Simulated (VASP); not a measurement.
Here is the system:

```yaml
crystal:
  lattice:
    - [0.00000, 2.47500, 2.47500]
    - [2.47500, 0.00000, 2.47500]
    - [2.47500, 2.47500, 0.00000]
  atoms:
    - { symbol: Pb, position: [0.00000, 0.00000, 0.00000] }
```

Method: PBE GGA, VASP's PBE PAW potentials (set 64) (plane waves; VASP 6.6.1). Settings: 300 eV cut-off, 11×11×11 Γ-centred mesh, Gaussian smearing of 0.10 eV, potentials Pb_d.

### Question
Give the energies of bands 6 to 9 at the high-symmetry points, in eV from the Fermi level.

### Answer

| band | Γ | X | U | L | W |
|---|---|---|---|---|---|
| 6 | -11.84 | -6.80 | -6.89 | -8.21 | -6.70 |
| 7 | 7.33 | -3.35 | -2.37 | -4.29 | -1.45 |
| 8 | 7.33 | 1.97 | -1.31 | 5.50 | -1.45 |
| 9 | 7.33 | 1.97 | 2.90 | 5.50 | 0.19 |

It has no gap at this level: it comes out as a metal or semimetal.

The structure is a typed Pb crystal (Fm-3m). The cell was not relaxed at this level.
